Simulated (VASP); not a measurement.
Crystal: Ca2ZrN2.

```xyz
10
Lattice="6.7490 -0.0985 -0.0901 -1.7299 2.9455 0.0049 -0.1191 -0.0537 8.8753" Properties=species:S:1:pos:R:3 pbc="T T T"
Ca   -0.1148    2.1250    2.6705
Ca    3.4741    1.7640    2.5326
Ca    1.5758    0.9411    6.2065
Ca    5.0365    0.8383    6.1364
Zr    6.5197   -0.1163    8.7544
Zr    3.3455    0.0443    0.0268
N     1.6383    0.9348    1.1793
N     5.1155    0.9113    1.1300
N    -0.0499    1.7797    7.5341
N     3.3618    2.0025    7.5592
```

The cell was built by a generator and needn't be a form met in nature.

| Property | Result |
| --- | --- |
| Program | VASP 6.6.1 |
| Task | relaxation of cell and atoms |
| Functional | PBE |
| Potentials or basis | VASP PAW PBE potentials, release 64 (Ca_sv, Zr_sv, N) |
| Cutoff | 520 eV |
| k mesh | 8 × 8 × 3 |
| Occupations | gaussian, width 0.15 eV |
| Spin | no spin polarisation |

At the start: pressure 3.5 GPa; volume 17.49 Å³/atom.

Problem. Where does the relaxation end?

Solution. Over 13 steps the energy falls by 88.1 meV/atom and the volume is 17.47 Å³/atom (-0.1 %); space group P-1 (No. 2, to 0.05 Å).

The path:
| step | energy change (eV) | largest force (eV/Å) | pressure (GPa) | volume (Å³) |
| --- | --- | --- | --- | --- |
| 1 | 0.0000 | 2.4219 | 3.50 | 174.88 |
| 2 | -0.5411 | 0.8399 | -4.75 | 184.66 |
| 3 | -0.5510 | 0.8963 | -3.86 | 183.28 |
| 4 | -0.7877 | 0.4808 | 0.58 | 175.10 |
| 5 | -0.7886 | 0.4687 | 0.90 | 174.59 |
| 6 | -0.8447 | 0.3374 | 0.19 | 175.24 |
| 7 | -0.8543 | 0.3585 | -0.21 | 175.67 |
| 8 | -0.8711 | 0.1502 | -0.05 | 175.22 |
| 9 | -0.8723 | 0.1986 | 0.02 | 175.04 |
| 10 | -0.8787 | 0.0901 | -0.02 | 174.95 |
| 11 | -0.8798 | 0.0883 | -0.04 | 174.89 |
| 12 | -0.8813 | 0.0336 | 0.07 | 174.74 |
| 13 | -0.8814 | 0.0254 | 0.09 | 174.71 |

Final structure:
```
Ca Zr N
1.0
     6.73041   -0.00288   -0.00757
    -1.68415    2.91730   -0.00655
    -0.00902   -0.02585    8.90024
Ca Zr N
4 2 4
Direct
  0.17538 0.68140 0.30102
  0.67568 0.68057 0.30114
  0.33735 0.33559 0.69488
  0.83764 0.33831 0.69526
  0.00659 0.00878 0.99828
  0.50667 0.00809 0.99814
  0.34097 0.34508 0.13859
  0.84079 0.34353 0.13867
  0.17251 0.67226 0.85760
  0.67276 0.67421 0.85779
```
